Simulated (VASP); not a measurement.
CuPb:

```xyz
2
Lattice="0.0000 2.6129 2.6129 2.6129 0.0000 2.6129 2.6129 2.6129 0.0000" Properties=species:S:1:pos:R:3 pbc="T T T"
Cu    0.0000    0.0000    0.0000
Pb    2.6129    2.6129    2.6129
```

The cell was built by a generator and needn't be a form met in nature.

| Quantity | Value |
| --- | --- |
| Program | VASP 6.6.1 |
| Task | relaxation of cell and atoms |
| Functional | PBE |
| Potentials or basis | VASP PAW PBE potentials, release 64 (Cu, Pb_d) |
| Cutoff | 600 eV |
| k mesh | 9 × 9 × 9 |
| Occupations | methfessel-paxton, width 0.2 eV |
| Spin | no spin polarisation |

At the start: pressure 22.3 GPa; volume 17.84 Å³/atom.

**Question.** Where does the relaxation end?

**Answer.** Over 5 steps the energy falls by 250.2 meV/atom and the volume is 22.45 Å³/atom (+25.9 %); space group Fm-3m (No. 225, to 0.05 Å).

Step by step:
```tsv
step	energy change (eV)	largest force (eV/Å)	pressure (GPa)	volume (Å³)
1	0.0000	0.0000	22.27	35.68
2	-0.4233	0.0000	-4.29	50.07
3	-0.5003	0.0000	0.30	44.68
4	-0.5005	0.0000	-0.10	44.99
5	-0.5005	0.0000	0.00	44.90
```

Final structure:
```cif
data_structure
_symmetry_space_group_name_H-M 'P 1'
_symmetry_Int_Tables_number 1
_cell_length_a 3.9896
_cell_length_b 3.9896
_cell_length_c 3.9896
_cell_angle_alpha 60.000
_cell_angle_beta 60.000
_cell_angle_gamma 60.000
_cell_volume 44.90
loop_
_atom_site_label
_atom_site_type_symbol
_atom_site_fract_x
_atom_site_fract_y
_atom_site_fract_z
_atom_site_occupancy
Cu1 Cu 0.00000 0.00000 0.00000 1
Pb1 Pb 0.50000 0.50000 0.50000 1
```

Caveat: the volume moved by over 15 % at a fixed basis, so the end points are rough.
